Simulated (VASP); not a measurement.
A VASP calculation is set up with these files.

File KPOINTS:
```
Automatic mesh
0
Gamma
8 8 8
0 0 0
```

INCAR:
```
AGGAC = 0.0
ALGO = Normal
EDIFF = 1E-6
EDIFFG = -0.01
ENCUT = 520
GGA = CX
IBRION = 2
ISIF = 3
ISMEAR = 0
LASPH = .TRUE.
LCHARG = .FALSE.
LREAL = .FALSE.
LUSE_VDW = .TRUE.
LWAVE = .FALSE.
NELM = 100
NSW = 60
PREC = Accurate
SIGMA = 0.05
SYSTEM = BeS
```

**POSCAR**
```
BeS
1
    0.0000000000     2.4350000000     2.4350000000
    2.4350000000     0.0000000000     2.4350000000
    2.4350000000     2.4350000000     0.0000000000
Be S
1 1
Direct
  0.0000000000   0.0000000000   0.0000000000
  0.2500000000   0.2500000000   0.2500000000
```

POTCAR, in this order: Be S (PBE.64 set). Program: vasp_std.

### Question
Translate this vdW-DF-cx calculation to Quantum ESPRESSO's pw.x.

### Answer
One equivalent input (not run):
```
&CONTROL
  calculation = 'vc-relax'
  pseudo_dir = './pseudo'
  outdir = './out'
  tprnfor = .true.
  tstress = .true.
  nstep = 60
  forc_conv_thr = 0.00039
/
&SYSTEM
  ibrav = 0
  nat = 2
  ntyp = 2
  ecutwfc = 88
  occupations = 'smearing'
  smearing = 'gaussian'
  degauss = 0.003675
  input_dft = 'vdw-df-cx'
/
&ELECTRONS
  conv_thr = 7.3e-08
  electron_maxstep = 100
/
&IONS
/
&CELL
/
ATOMIC_SPECIES
  Be 9.012 Be.upf
  S 32.060 S.upf
CELL_PARAMETERS angstrom
     0.0000000    2.4350000    2.4350000
     2.4350000    0.0000000    2.4350000
     2.4350000    2.4350000    0.0000000
ATOMIC_POSITIONS crystal
  Be   0.0000000  0.0000000  0.0000000
  S    0.2500000  0.2500000  0.2500000
K_POINTS automatic
  8 8 8 0 0 0
```
The two are equivalent in intent, not identical: the potentials are each code's own (VASP's PAW set, PseudoDojo norm-conserving files in pw.x), so ENCUT and ecutwfc are chosen apart and not converted; conv_thr bounds pw.x's estimated SCF error, while EDIFF bounds the energy change between steps; forc_conv_thr acts on force components and is met together with etot_conv_thr.

The compound is BeS in the zinc blende structure. This run relaxes it. Symmetry was kept, so distortions that lower it aren't found.
